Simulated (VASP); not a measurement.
Computed with LDA (Ceperley-Alder, Perdew-Zunger), VASP's LDA PAW potentials (set 64) (plane waves; VASP).

VASP input:

INCAR:
```
SYSTEM = Ge atom
PREC = Normal; ENCUT = 520; LREAL = .False.
LASPH = .True.; ISYM = 0
EDIFF = 1E-6; NELM = 200; ALGO = All
LMAXMIX = 4
ISMEAR = 0; SIGMA = 0.01
ISPIN = 2; MAGMOM = 2; NUPDOWN = 2
LWAVE = .False.; LCHARG = .False.; LORBIT = 10
```

### POSCAR
```
Ge atom
1
   12.0000000000     0.0000000000     0.0000000000
    0.0000000000    12.5000000000     0.0000000000
    0.0000000000     0.0000000000    13.0000000000
Ge
1
Direct
  0.0000000000   0.0000000000   0.0000000000
```

KPOINTS:
```
Automatic mesh
0
Gamma
1 1 1
0 0 0
```

POTCAR, in this order: Ge_d (LDA.64 set). Program: vasp_gam. Read from the step before: WAVECAR.

### Question
What will the output report for the number of irreducible k-points (NKPTS), largest plane-wave count, FFT grid (NGX, NGY, NGZ)?

### Answer

number of irreducible k-points (NKPTS): 1
largest plane-wave count: 26244
FFT grid (NGX, NGY, NGZ): 70 × 70 × 80

The cell is a free atom in a box.
